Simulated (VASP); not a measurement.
Here is the system:

```xyz
4
Lattice="3.1064 0.0000 0.0000 -1.5532 2.6902 0.0000 0.0000 0.0000 9.9949" Properties=species:S:1:pos:R:3 pbc="T T T"
Hf     0.0000     0.0000     0.0000
Hf     0.0000     0.0000     4.9975
Hf     0.0000     1.7935     2.4987
Hf     1.5532     0.8967     7.4962
```

Computed with PBEsol GGA, VASP's PBE PAW potentials (set 64) (plane waves; VASP). Run with 420 eV cut-off, 22×22×7 Γ-centred mesh, Fermi-Dirac smearing of 0.10 eV, potentials Hf_pv.

Energy and stress use the plane-wave basis of the starting cell.

**Question.** The ions, cell shape and volume are relaxed. Give the cell that the relaxation ends in.

**Answer.** 
```xyz
4
Lattice="3.1514 0.0000 0.0000 -1.5757 2.7292 0.0000 0.0000 0.0000 10.0685" Properties=species:S:1:pos:R:3 pbc="T T T"
Hf    -1.5757     2.7292     0.0000
Hf    -1.5757     2.7292     5.0342
Hf     0.0000     1.8194     2.5171
Hf     1.5757     0.9097     7.5513
```
Space group P6_3/mmc (194), at a tolerance of 0.03 Å.

**Question.** How do energy and volume change from the first to the last step?

**Answer.** The energy (σ→0) changes by -10.1 meV/atom and the volume by +3.7 %, in 8 ionic steps.

The structure was generated: Hf was put into an ordered model structure, which need not be its known phase. This run relaxes it. Symmetry was kept, so distortions that lower it aren't found. The run is one of a series of settings (EDIFF = 1E-09, EDIFFG = -0.005, ENCUT = 420, IBRION = 2, ISIF = 3, NSW = 50, KPOINTS 22×22×7 Γ-centred mesh against the base run), some of them coarse on purpose. VASP warned that the highest band is occupied, so more bands are needed.
